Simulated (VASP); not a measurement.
Computed with PBEsol GGA, VASP's PBE PAW potentials (set 64) (plane waves; VASP).

The input files of a VASP run:

File KPOINTS:
```
Automatic mesh
0
Gamma
6 6 4
0 0 0
```

POSCAR:
```
PbO
1
    4.1814641296    -0.0000000000     0.0000000000
   -2.0907320649     3.6212536448    -0.0000000000
   -0.0000000000     0.0000000000     5.5260903236
Pb O
2 2
Direct
  0.3333330000   0.6666670000   0.9751668402
  0.6666670000   0.3333330000   0.4751668402
  0.3333330000   0.6666670000   0.3998331598
  0.6666670000   0.3333330000   0.8998331598
```

### INCAR
```
SYSTEM = PbO
LMAXMIX = 4   ! l cut-off of mixed one-centre charges
ISIF = 3   ! ions, shape and volume
ENCUT = 620
LREAL = .FALSE.
LWAVE = .FALSE.
IBRION = 2
NSW = 40   ! most ionic steps
LASPH = .TRUE.   ! aspherical one-centre terms
LCHARG = .FALSE.
GGA = PS   ! PBEsol
EDIFF = 1E-6
ALGO = Normal
NELM = 100   ! most electronic steps
PREC = Accurate
EDIFFG = -0.02
ISMEAR = 0   ! Gaussian
SIGMA = 0.05
```

POTCAR, in this order: Pb_d O (PBE.64 set). Program: vasp_std.

The run wrote:

OSZICAR:
```
       N       E                     dE             d eps       ncg     rms          rms(c)
DAV:   1     0.489361083275E+03    0.48936E+03   -0.22681E+04  1008   0.221E+03
DAV:   2     0.401480802436E+02   -0.44921E+03   -0.44095E+03  1064   0.530E+02
DAV:   3    -0.239627685757E+02   -0.64111E+02   -0.62794E+02  1392   0.207E+02
DAV:   4    -0.262425658608E+02   -0.22798E+01   -0.22782E+01  1088   0.442E+01
DAV:   5    -0.263339312191E+02   -0.91365E-01   -0.91349E-01  1440   0.843E+00    0.116E+01
DAV:   6    -0.226193497215E+02    0.37146E+01   -0.31950E+01  1608   0.406E+01    0.666E+00
DAV:   7    -0.221896962808E+02    0.42965E+00   -0.44936E+00  1384   0.162E+01    0.237E+00
DAV:   8    -0.221744356423E+02    0.15261E-01   -0.92162E-01  1056   0.742E+00    0.164E+00
DAV:   9    -0.221405037735E+02    0.33932E-01   -0.13865E-01  1320   0.315E+00    0.292E-01
DAV:  10    -0.221432228004E+02   -0.27190E-02   -0.23063E-02  1472   0.898E-01    0.182E-01
DAV:  11    -0.221429706611E+02    0.25214E-03   -0.24888E-03  1392   0.553E-01    0.812E-02
DAV:  12    -0.221430011462E+02   -0.30485E-04   -0.32057E-04  1248   0.132E-01    0.448E-02
DAV:  13    -0.221429846166E+02    0.16530E-04   -0.13498E-04  1568   0.111E-01    0.232E-03
DAV:  14    -0.221429862287E+02   -0.16121E-05   -0.14185E-05  1208   0.229E-02    0.218E-03
DAV:  15    -0.221429864739E+02   -0.24520E-06   -0.58244E-07   768   0.819E-03
   1 F= -.22142986E+02 E0= -.22142986E+02  d E =-.221430E+02
       N       E                     dE             d eps       ncg     rms          rms(c)
DAV:   1    -0.221476439705E+02   -0.46577E-02   -0.15853E-01  1184   0.616E+00    0.422E-01
DAV:   2    -0.221438232006E+02    0.38208E-02   -0.20028E-02  1184   0.141E+00    0.133E-01
DAV:   3    -0.221432467056E+02    0.57650E-03   -0.27005E-03  1328   0.859E-01    0.598E-02
DAV:   4    -0.221431647227E+02    0.81983E-04   -0.66492E-04  1488   0.355E-01    0.139E-02
DAV:   5    -0.221431643539E+02    0.36884E-06   -0.46132E-05  1552   0.699E-02    0.633E-03
DAV:   6    -0.221431625332E+02    0.18207E-05   -0.84557E-06  1104   0.415E-02    0.233E-03
DAV:   7    -0.221431624135E+02    0.11966E-06   -0.13038E-06   608   0.133E-02
   2 F= -.22143162E+02 E0= -.22143162E+02  d E =-.175940E-03
       N       E                     dE             d eps       ncg     rms          rms(c)
DAV:   1    -0.221432024540E+02   -0.39921E-04   -0.14883E-03  1192   0.594E-01    0.406E-02
DAV:   2    -0.221431672372E+02    0.35217E-04   -0.18641E-04  1216   0.137E-01    0.128E-02
DAV:   3    -0.221431618936E+02    0.53436E-05   -0.25562E-05  1368   0.824E-02    0.584E-03
DAV:   4    -0.221431608125E+02    0.10811E-05   -0.60673E-06   992   0.336E-02    0.134E-03
DAV:   5    -0.221431605469E+02    0.26558E-06   -0.47539E-07   560   0.755E-03
   3 F= -.22143161E+02 E0= -.22143161E+02  d E =-.174073E-03
       N       E                     dE             d eps       ncg     rms          rms(c)
DAV:   1    -0.221432310015E+02   -0.70189E-04   -0.71724E-02  1152   0.201E+00    0.688E-02
DAV:   2    -0.221433348760E+02   -0.10387E-03   -0.22750E-03  1240   0.421E-01    0.314E-02
DAV:   3    -0.221433138364E+02    0.21040E-04   -0.12515E-04  1568   0.149E-01    0.173E-02
DAV:   4    -0.221433047061E+02    0.91303E-05   -0.29009E-05  1512   0.682E-02    0.434E-03
DAV:   5    -0.221433042849E+02    0.42124E-06   -0.29402E-06   960   0.192E-02
   4 F= -.22143304E+02 E0= -.22143304E+02  d E =-.143738E-03
```

OUTCAR:
```
------------------------ aborting loop because EDIFF is reached ----------------------------------------
  FORCE on cell =-STRESS in cart. coord.  units (eV):
  Direction    XX          YY          ZZ          XY          YZ          ZX
  --------------------------------------------------------------------------------------
  Total       -0.0652019     -0.0652019      0.0065024      0.0000000      0.0000000      0.0000000
  in kB       -1.2435823     -1.2435819      0.1240191      0.0000000      0.0000000      0.0000000
  external PRESSURE =      -0.7877150 kB  Pullay stress =       0.0000000 kB
  volume of cell :       84.00
      direct lattice vectors                 reciprocal lattice vectors
     4.185480964 -0.000000000  0.000000000     0.238921168  0.137941220  0.000000000
    -2.092740482  3.624732324  0.000000000     0.000000000  0.275882441  0.000000000
    -0.000000000 -0.000000000  5.537008290    -0.000000000 -0.000000000  0.180602944
 POSITION                                       TOTAL-FORCE (eV/Angst)
 -----------------------------------------------------------------------------------
     -0.00000      2.41649      5.40214         0.000000     -0.000000      0.018080
      2.09274      1.20824      2.63364        -0.000000      0.000000      0.018080
     -0.00000      2.41649      2.21124         0.000000     -0.000000     -0.018080
      2.09274      1.20824      4.97975         0.000000     -0.000000     -0.018080
 -----------------------------------------------------------------------------------
    total drift:                               -0.003081      0.001778     -0.000482
  FREE ENERGIE OF THE ION-ELECTRON SYSTEM (eV)
  ---------------------------------------------------
  free  energy   TOTEN  =       -22.1433042849 eV

  energy  without entropy=      -22.1433042849  energy(sigma->0) =      -22.14330428

 reached required accuracy - stopping structural energy minimisation
```
(Selected blocks of OUTCAR.)

File CONTCAR:
```
PbO
   1.00000000000000
     4.1854809644064979   -0.0000000000001108    0.0000000000000000
    -2.0927404823034412    3.6247323242983667    0.0000000000000000
    -0.0000000000000000   -0.0000000000000000    5.5370082901968853
  Pb              O
     2     2
Direct
     0.3333330000000032    0.6666669999999968    0.9756426461401820
     0.6666669999999968    0.3333330000000032    0.4756426461401820
     0.3333330000000032    0.6666669999999968    0.3993573538598180
     0.6666669999999968    0.3333330000000032    0.8993573538598180
```

The structure was generated: PbO was put into the wurtzite type (P6_3mc), which need not be its known phase. This run relaxes it. Symmetry was kept, so distortions that lower it aren't found.
